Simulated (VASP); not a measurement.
These are PW91 GGA, VASP's PBE PAW potentials (set 64) (plane waves; VASP) values and carry that method's errors.

Input for VASP

### INCAR
```
SYSTEM = KBr
PREC = Accurate
ENCUT = 520
EDIFF = 1E-6
NELM = 100
ALGO = Normal
LREAL = .FALSE.
LASPH = .TRUE.
ISMEAR = 0
SIGMA = 0.05
GGA = 91
LMAXMIX = 4
LWAVE = .FALSE.
LCHARG = .FALSE.
IBRION = 2
ISIF = 3
NSW = 60
EDIFFG = -0.01
```

POSCAR:
```
KBr
1
    0.0000000000     3.3000000000     3.3000000000
    3.3000000000     0.0000000000     3.3000000000
    3.3000000000     3.3000000000     0.0000000000
K Br
1 1
Direct
  0.0000000000   0.0000000000   0.0000000000
  0.5000000000   0.5000000000   0.5000000000
```

### KPOINTS
```
Regular mesh
0
gamma
 6 6 6
0 0 0
```

POTCAR, in this order: K_sv Br (PBE.64 set). Program: vasp_std.

Energy and stress use the plane-wave basis of the starting cell.

Question: Predict the energy per atom (σ→0), volume per atom, band gap (on the k-mesh).

Answer: 
The energy per atom (σ→0) is -3.141 eV/atom and the band gap (on the k-mesh) is 4.34 eV. The volume per atom is 37.68 Å³/atom.

File OSZICAR:
```
...
DAV:   1    -0.634331761008E+01   -0.62816E-01   -0.13681E+00   428   0.115E+01    0.167E+00
DAV:   2    -0.629456248430E+01    0.48755E-01   -0.11585E-01   508   0.310E+00    0.629E-01
DAV:   3    -0.628206565368E+01    0.12497E-01   -0.36421E-02   664   0.157E+00    0.503E-01
DAV:   4    -0.628226207564E+01   -0.19642E-03   -0.93647E-04   736   0.176E-01    0.216E-01
DAV:   5    -0.628234312750E+01   -0.81052E-04   -0.12633E-03   720   0.208E-01    0.442E-02
DAV:   6    -0.628232467167E+01    0.18456E-04   -0.35779E-05   716   0.529E-02    0.139E-02
DAV:   7    -0.628232430703E+01    0.36464E-06   -0.26238E-06   448   0.132E-02
   3 F= -.62823243E+01 E0= -.62823243E+01  d E =-.710813E-02
```

The compound is KBr in the rock salt structure. This run relaxes it. Symmetry was kept, so distortions that lower it aren't found.
